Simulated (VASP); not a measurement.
Here is the system:

```
MnO2
1.0
    4.37559     0.00000     0.00000
    0.00000     4.37559     0.00000
    0.00000     0.00000     2.83152
Mn O
2 4
Direct
  0.00000   0.00000   0.00000
  0.50000   0.50000   0.50000
  0.30343   0.30343   0.00000
  0.80343   0.19657   0.50000
  0.19657   0.80343   0.50000
  0.69657   0.69657   0.00000
```
Starting moments (μB, in the order of the record's atoms Mn Mn O O O O): 2.4 -2.4 0.0 0.0 0.0 0.0.

The numbers are results of AM05 GGA, VASP's PBE PAW potentials (set 64) (plane waves; VASP), not measurements. Numerical set-up: 520 eV cut-off, 8×8×12 Γ-centred mesh, tetrahedra with Blöchl corrections, potentials Mn_pv O.

Estimate the cell moment, energy per atom (σ→0), band gap (on the k-mesh) with the smallest direct gap where there is one.

The band gap (on the k-mesh) is none (metal, semimetal or under 0.01 eV). The cell moment is 0.00 μB and the energy per atom (σ→0) is -8.185 eV/atom.

Give the moment on each site (PAW-sphere projection).

```json
[
 {"site": "Mn1", "moment (μB)": "2.42"},
 {"site": "Mn2", "moment (μB)": "-2.42"},
 {"site": "O3", "moment (μB)": "-0.04"},
 {"site": "O4", "moment (μB)": "0.04"},
 {"site": "O5", "moment (μB)": "0.04"},
 {"site": "O6", "moment (μB)": "-0.04"}
]
```

Total energies compare only between runs with the same potentials, cut-off and functional.

The compound is MnO2 in the rutile structure. It was relaxed first.
